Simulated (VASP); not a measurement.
Output of a VASP run:

### OSZICAR
```
       N       E                     dE             d eps       ncg     rms          rms(c)
DAV:   1     0.120114952302E+03    0.12011E+03   -0.85638E+03  1456   0.113E+03
DAV:   2    -0.115791339697E+02   -0.13169E+03   -0.12802E+03  1771   0.381E+02
DAV:   3    -0.177815961180E+02   -0.62025E+01   -0.59542E+01  2292   0.658E+01
DAV:   4    -0.180702491695E+02   -0.28865E+00   -0.28782E+00  2190   0.139E+01
DAV:   5    -0.180780145674E+02   -0.77654E-02   -0.77608E-02  2369   0.202E+00    0.908E+00
DAV:   6    -0.169567242715E+02    0.11213E+01   -0.45651E+00  2425   0.186E+01    0.359E+00
DAV:   7    -0.169413169781E+02    0.15407E-01   -0.19938E-01  1679   0.363E+00    0.217E+00
DAV:   8    -0.169357300026E+02    0.55870E-02   -0.39921E-02  2099   0.173E+00    0.348E-01
DAV:   9    -0.169359826704E+02   -0.25267E-03   -0.33892E-03  2342   0.427E-01    0.200E-01
DAV:  10    -0.169361297426E+02   -0.14707E-03   -0.71195E-04  1919   0.340E-01    0.508E-02
DAV:  11    -0.169361081040E+02    0.21639E-04   -0.57816E-05  1776   0.988E-02    0.173E-02
DAV:  12    -0.169361074032E+02    0.70081E-06   -0.29808E-06  1685   0.241E-02
   1 F= -.16936107E+02 E0= -.16936477E+02  d E =-.169361E+02
```

File OUTCAR:
```
------------------------ aborting loop because EDIFF is reached ----------------------------------------
  FORCE on cell =-STRESS in cart. coord.  units (eV):
  Direction    XX          YY          ZZ          XY          YZ          ZX
  --------------------------------------------------------------------------------------
  Total        0.0003005      0.0003005      0.0003005     -0.0000000     -0.0000000      0.0000000
  in kB        0.0160451      0.0160451      0.0160451     -0.0000000     -0.0000000      0.0000000
  external PRESSURE =       0.0160451 kB  Pullay stress =       0.0000000 kB
  volume of cell :       30.01
      direct lattice vectors                 reciprocal lattice vectors
     3.107471049  0.000000000  0.000000000     0.321805090  0.000000000  0.000000000
     0.000000000  3.107471049  0.000000000     0.000000000  0.321805090  0.000000000
     0.000000000  0.000000000  3.107471049     0.000000000  0.000000000  0.321805090
 POSITION                                       TOTAL-FORCE (eV/Angst)
 -----------------------------------------------------------------------------------
      0.00000      0.00000      0.00000         0.000000      0.000000      0.000000
      1.55374      1.55374      1.55374         0.000000      0.000000      0.000000
 -----------------------------------------------------------------------------------
    total drift:                                0.000000      0.000000      0.000000
  FREE ENERGIE OF THE ION-ELECTRON SYSTEM (eV)
  ---------------------------------------------------
  free  energy   TOTEN  =       -16.9361074032 eV

  energy  without entropy=      -16.9372166470  energy(sigma->0) =      -16.93647715

 reached required accuracy - stopping structural energy minimisation
```
(Selected blocks of OUTCAR.)

**POSCAR**
```
NbP
1
    3.1074710487     0.0000000000    -0.0000000000
    0.0000000000     3.1074710487     0.0000000000
    0.0000000000     0.0000000000     3.1074710487
Nb P
1 1
Direct
  0.0000000000   0.0000000000   0.0000000000
  0.5000000000   0.5000000000   0.5000000000
```

Q: Write an INCAR and KPOINTS that could have produced this output.

A: One answer among several that fit: the input of the run itself, PBE GGA, plane waves, VASP's PBE PAW potentials (set 64).

### INCAR
```
! general
SYSTEM =NbP
PREC   =Accurate
ENCUT  =400
LREAL  =.FALSE.
LASPH  =.TRUE.

! electronic loop
EDIFF  =1E-6
NELM   =100
ALGO   =Normal
LMAXMIX=4

! smearing
ISMEAR =1
SIGMA  =0.1

! functional
GGA    =PE

! ions
IBRION =2
NSW    =60
ISIF   =3
EDIFFG =-0.01

! output
LWAVE  =.FALSE.
LCHARG =.FALSE.
```

KPOINTS:
```
Automatic
0
G
  11 11 11
```

POTCAR, in this order: Nb_sv P (PBE.64 set). Program: vasp_std.

The structure was generated: NbP was put into the CsCl type type (Pm-3m), which need not be its known phase. It was relaxed first, which changed the volume by -31 %. The start is the result of an earlier pass.
